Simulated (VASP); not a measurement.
Consider the following.

```
CELL_PARAMETERS angstrom
      1.47507    -2.55489     0.00000
      1.47507     2.55489     0.00000
      0.00000     0.00000     4.78442
ATOMIC_POSITIONS crystal
  Mg 0.33333 0.66667 0.25000
  Mg 0.66667 0.33333 0.75000
```

These are LDA (Ceperley-Alder, Perdew-Zunger), VASP's LDA PAW potentials (set 64) (plane waves; VASP) values and carry that method's errors. Run with 500 eV cut-off, 14×14×8 Γ-centred mesh, first-order Methfessel-Paxton smearing of 0.10 eV, potentials Mg.

Energy and stress use the plane-wave basis of the starting cell.

Q: The ions, cell shape and volume at an external pressure of 20.0 GPa are relaxed. Give the cell that the relaxation ends in.

A: 
```
CELL_PARAMETERS angstrom
      1.42387    -2.46621     0.00000
      1.42387     2.46621     0.00000
      0.00000     0.00000     4.61650
ATOMIC_POSITIONS crystal
  Mg 0.33333 0.66667 0.25000
  Mg 0.66667 0.33333 0.75000
```
Space group P6_3/mmc (194), at a tolerance of 0.03 Å.

Q: How do energy and volume change from the first to the last step?

A: The energy (σ→0) changes by +165.9 meV/atom and the volume by -10.1 %, in 3 ionic steps.

The compound is Mg in the hcp structure. This run relaxes it under an external pressure of 20 GPa. Symmetry was kept, so distortions that lower it aren't found.
